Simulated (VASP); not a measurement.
VASP input:

POSCAR:
```
Li
1
   -1.7098734793     1.7098734793     1.7098734793
    1.7098734793    -1.7098734793     1.7098734793
    1.7098734793     1.7098734793    -1.7098734793
Li
1
Direct
  0.0000000000   0.0000000000   0.0000000000
```

### KPOINTS
```
Automatic mesh
0
Gamma
17 17 17
0 0 0
```

**INCAR**
```
! general
SYSTEM    =  Li
PREC      =  Accurate
ENCUT     =  520
LREAL     =  .FALSE.
LASPH     =  .TRUE.   ! aspherical one-centre terms

! electronic loop
EDIFF     =  1E-7   ! SCF stop (eV)
NELM      =  100   ! most electronic steps
ALGO      =  Normal   ! blocked Davidson

! smearing
ISMEAR    =  -5   ! tetrahedra, Bloechl

! functional
GGA       =  BO
LUSE_VDW  =  .TRUE.
AGGAC     =  0.0
PARAM1    =  0.1833333333
PARAM2    =  0.22

! ions
ISIF      =  2   ! forces and stress, cell fixed

! output
LWAVE     =  .FALSE.
LCHARG    =  .TRUE.
LORBIT    =  11
NEDOS     =  601   ! DOS grid
```

POTCAR, in this order: Li_sv (PBE.64 set). Program: vasp_std.

### Question
Translate this optB88-vdW calculation to Quantum ESPRESSO's pw.x.

### Answer
One equivalent input (not run):
```
&CONTROL
  calculation = 'scf'
  pseudo_dir = './pseudo'
  outdir = './out'
  tprnfor = .true.
  tstress = .true.
/
&SYSTEM
  ibrav = 0
  nat = 1
  ntyp = 1
  ecutwfc = 74
  occupations = 'tetrahedra'
  input_dft = 'vdw-df-obk8'
/
&ELECTRONS
  conv_thr = 7.3e-09
  electron_maxstep = 100
/
ATOMIC_SPECIES
  Li 6.940 Li.upf
CELL_PARAMETERS angstrom
    -1.7098735    1.7098735    1.7098735
     1.7098735   -1.7098735    1.7098735
     1.7098735    1.7098735   -1.7098735
ATOMIC_POSITIONS crystal
  Li   0.0000000  0.0000000  0.0000000
K_POINTS automatic
  17 17 17 0 0 0
```
Limits of the translation: the potentials are each code's own (VASP's PAW set, PseudoDojo norm-conserving files in pw.x), so ENCUT and ecutwfc are chosen apart and not converted; conv_thr bounds pw.x's estimated SCF error, while EDIFF bounds the energy change between steps.

The compound is Li in the bcc structure. It was relaxed first, which changed the volume by -6 %.
